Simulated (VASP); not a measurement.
Energy against volume of BaZrO$_{3}$ (cubic perovskite). These are PBEsol GGA, VASP's PBE PAW potentials (set 64) (plane waves; VASP) values and carry that method's errors. Numerical set-up: 520 eV cut-off, 5×5×5 Γ-centred mesh, Gaussian smearing of 0.050 eV, potentials Ba_sv Zr_sv O.

```json
[
 {"V (Å³/atom)": "14.271", "E (eV/atom)": "-8.71657"},
 {"V (Å³/atom)": "14.712", "E (eV/atom)": "-8.72434"},
 {"V (Å³/atom)": "15.153", "E (eV/atom)": "-8.71859"},
 {"V (Å³/atom)": "15.595", "E (eV/atom)": "-8.70135"}
]
```

Task: Fit these four points and predict the energy of the run at 13.829 Å³/atom.

Result: A cubic in V^(−2/3), the third-order Birch-Murnaghan form, passes through the four points with V0 = 14.73 Å³/atom and B0 = 162 GPa, and gives -8.6928 eV/atom there. The run gave -8.6929 eV/atom, -0.1 meV/atom from the fit; all five points give B0 = 162 GPa.

The compound is BaZrO3 in the cubic perovskite structure. It was relaxed first.
